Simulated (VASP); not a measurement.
Here is the system:

```xyz
1
Lattice="0.0000 2.3533 2.3533 2.3533 0.0000 2.3533 2.3533 2.3533 0.0000" Properties=species:S:1:pos:R:3 pbc="T T T"
Ce     0.0000     0.0000     0.0000
```

Calculation: PBE GGA, VASP's PBE PAW potentials (set 64) (plane waves; VASP 6.6.1). Numerical set-up: 300 eV cut-off, 10×10×10 Γ-centred mesh, Fermi-Dirac smearing of 0.10 eV, potentials Ce.

Give the energies of bands 5 to 9 at the high-symmetry points, in eV from the Fermi level.

| band | Γ | X | U | L | W |
|---|---|---|---|---|---|
| 5 | -2.84 | -2.93 | -2.12 | -2.09 | -1.21 |
| 6 | -0.18 | -2.27 | -0.41 | -0.09 | 0.07 |
| 7 | 0.43 | 0.57 | 0.54 | 0.51 | 0.07 |
| 8 | 0.43 | 0.68 | 0.61 | 0.51 | 0.25 |
| 9 | 0.43 | 0.68 | 0.62 | 0.81 | 0.74 |

It has no gap at this level: it comes out as a metal or semimetal.

The structure comes from a computed database's Ce entry; how it stands against other phases isn't given here. The cell was not relaxed at this level. The run is not spin-polarised, so no magnetic state was tried.
